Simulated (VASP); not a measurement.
Here is the system:

```
Cu2O
1.0
    4.18038     0.00000     0.00000
    0.00000     4.18038     0.00000
    0.00000     0.00000     4.18038
Cu O
4 2
Cartesian
  3.13528   1.04509   3.13528
  1.04509   3.13528   3.13528
  3.13528   3.13528   1.04509
  1.04509   1.04509   1.04509
  0.00000   0.00000   0.00000
  2.09019   2.09019   2.09019
```

Level of theory: LDA (Ceperley-Alder, Perdew-Zunger), VASP's LDA PAW potentials (set 64) (plane waves; VASP). Settings: 520 eV cut-off, 5×5×5 Γ-centred mesh, Gaussian smearing of 0.050 eV, potentials Cu O.

### Question
Predict the energy per atom (σ→0), band gap (on the k-mesh) with the smallest direct gap where there is one.

### Answer

```yaml
band gap (on the k-mesh): 0.69 eV
smallest direct gap (on the k-mesh): 0.69 eV
energy per atom (σ→0): -5.432 eV/atom
```

The absolute energy has meaning only against runs of the same code, potentials and settings.

The compound is Cu2O in the cuprite structure. It was relaxed first, which changed the volume by -6 %. The start is the result of an earlier pass.
